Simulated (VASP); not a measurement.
Input:

```xyz
3
Lattice="4.2399 0.0000 0.0000 -2.1199 3.6718 0.0000 0.0000 0.0000 4.6639" Properties=species:S:1:pos:R:3 pbc="T T T"
Sr    -2.1199     3.6718     4.6639
Al     2.1199     1.2239     2.3319
Si     0.0000     2.4479     2.3319
```

Computed with PBEsol GGA, VASP's PBE PAW potentials (set 64) (plane waves; VASP). Settings: 400 eV cut-off, Gaussian smearing of 0.050 eV, potentials Sr_sv Al Si.

Question: Give the energies of bands 6 to 11 at the high-symmetry points, in eV from the Fermi level.

Answer: 
```
band      Γ      M      K      A      L      H
----  -----  -----  -----  -----  -----  -----
6     -1.62  -6.08  -5.76  -4.24  -5.53  -5.87
7     -1.41  -2.18  -4.31  -1.02  -2.56  -3.48
8     -1.41  -1.45  -0.99  -1.02  -1.92  -1.65
9     -0.37  -0.70  -0.02   1.15  -1.24  -0.89
10     0.86   1.51   2.03   1.15   0.83   2.18
11     2.39   2.87   2.58   1.50   3.79   4.07
```

It has no gap at this level: it comes out as a metal or semimetal.

The structure comes from a computed database's SrAlSi entry (P-6m2); how it stands against other phases isn't given here. It was relaxed first. The electron count is odd and the run is not spin-polarised, which forces a metal.
